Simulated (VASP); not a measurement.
Here is the system:

```xyz
2
Lattice="0.0000 2.2393 2.2393 2.2393 0.0000 2.2393 2.2393 2.2393 0.0000" Properties=species:S:1:pos:R:3 pbc="T T T"
Ta     0.0000     0.0000     0.0000
C      2.2393     2.2393     2.2393
```

Method: PBE GGA, VASP's PBE PAW potentials (set 64) (plane waves; VASP). Settings: 520 eV cut-off, 14×14×14 Γ-centred mesh, first-order Methfessel-Paxton smearing of 0.10 eV, potentials Ta_pv C.

Unless said otherwise, spin-orbit coupling is left out, though it shifts the bands of the heavy elements here.

Task: Estimate the energy per atom (σ→0), band gap (on the k-mesh) with the smallest direct gap where there is one.

Result: 
| Property | Value |
|---|---|
| band gap (on the k-mesh) | none (metal, semimetal or under 0.01 eV) |
| energy per atom (σ→0) | -1070.8 kJ/mol-atom |

Total energies compare only between runs with the same potentials, cut-off and functional.

The compound is TaC in the rock salt structure. It was relaxed first. The electron count is odd and the run is not spin-polarised, which forces a metal.
